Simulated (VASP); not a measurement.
OSZICAR of a VASP run on PbTe (relaxed from the rock salt structure, space group Fm-3m):

**OSZICAR**
```
       N       E                     dE             d eps       ncg     rms          rms(c)
DAV:   1     0.136883960346E+03    0.13688E+03   -0.81475E+03   560   0.117E+03
DAV:   2     0.136703939081E+01   -0.13552E+03   -0.13291E+03   572   0.312E+02
DAV:   3    -0.789767142486E+01   -0.92647E+01   -0.91690E+01   752   0.892E+01
DAV:   4    -0.810088352063E+01   -0.20321E+00   -0.20316E+00   650   0.157E+01
DAV:   5    -0.810807057887E+01   -0.71871E-02   -0.71870E-02   776   0.262E+00    0.521E+00
DAV:   6    -0.803802887521E+01    0.70042E-01   -0.14312E-01   778   0.399E+00    0.327E+00
DAV:   7    -0.803219689465E+01    0.58320E-02   -0.64427E-02   742   0.191E+00    0.802E-01
DAV:   8    -0.803140143232E+01    0.79546E-03   -0.91274E-03   674   0.114E+00    0.195E-01
DAV:   9    -0.803146057285E+01   -0.59141E-04   -0.54138E-04   734   0.295E-01    0.208E-02
DAV:  10    -0.803145588812E+01    0.46847E-05   -0.45386E-05   674   0.828E-02    0.126E-02
DAV:  11    -0.803145704166E+01   -0.11535E-05   -0.17194E-05   728   0.490E-02    0.138E-02
DAV:  12    -0.803145675793E+01    0.28374E-06   -0.10302E-06   410   0.108E-02
   1 F= -.80314568E+01 E0= -.80314568E+01  d E =-.803146E+01
       N       E                     dE             d eps       ncg     rms          rms(c)
DAV:   1    -0.162909273710E+02   -0.82595E+01   -0.34268E+02   680   0.418E+02    0.150E+01
DAV:   2    -0.982558348582E+01    0.64653E+01   -0.18372E+01   668   0.719E+01    0.618E+00
DAV:   3    -0.820468284988E+01    0.16209E+01   -0.77472E+00   680   0.436E+01    0.149E+00
DAV:   4    -0.819627572233E+01    0.84071E-02   -0.17733E-01   632   0.551E+00    0.822E-01
DAV:   5    -0.818787457527E+01    0.84011E-02   -0.17579E-02   654   0.114E+00    0.361E-01
DAV:   6    -0.818777691617E+01    0.97659E-04   -0.12301E-03   800   0.329E-01    0.150E-01
DAV:   7    -0.818775329858E+01    0.23618E-04   -0.10353E-04   566   0.102E-01    0.531E-02
DAV:   8    -0.818773746509E+01    0.15833E-04   -0.17497E-04   710   0.227E-01    0.767E-03
DAV:   9    -0.818773673818E+01    0.72691E-06   -0.55501E-06   632   0.294E-02
   2 F= -.81877367E+01 E0= -.81877367E+01  d E =-.156280E+00
       N       E                     dE             d eps       ncg     rms          rms(c)
DAV:   1    -0.963921724355E+01   -0.14515E+01   -0.40146E+01   680   0.103E+02    0.643E+00
DAV:   2    -0.843567809491E+01    0.12035E+01   -0.26615E+00   680   0.320E+01    0.224E+00
DAV:   3    -0.825179484143E+01    0.18388E+00   -0.77792E-01   686   0.148E+01    0.419E-01
DAV:   4    -0.825328213680E+01   -0.14873E-02   -0.13830E-02   568   0.962E-01    0.345E-01
DAV:   5    -0.825409519383E+01   -0.81306E-03   -0.26994E-03   614   0.570E-01    0.113E-01
DAV:   6    -0.825412716998E+01   -0.31976E-04   -0.23775E-04   758   0.225E-01    0.202E-02
DAV:   7    -0.825412060635E+01    0.65636E-05   -0.25759E-05   596   0.492E-02    0.603E-03
DAV:   8    -0.825412027123E+01    0.33512E-06   -0.62430E-07   340   0.763E-03
   3 F= -.82541203E+01 E0= -.82541203E+01  d E =-.222664E+00
```

Which electronic solver shows in the log?

It is blocked Davidson (ALGO = Normal, or the opening steps of other solvers). The INCAR had ALGO = Normal.

Can the final energy be trusted as converged?

Self-consistency was reached. It stopped with EDIFF = 1E-6, NELM = 100, NSW = 60 and EDIFFG = -0.01 after 3 ionic steps (PBEsol GGA, plane waves, VASP's PBE PAW potentials (set 64)). Energy and stress use the plane-wave basis of the starting cell.

The structure was generated: PbTe was put into the rock salt type (Fm-3m), which need not be its known phase. This run relaxes it. Symmetry was kept, so distortions that lower it aren't found.
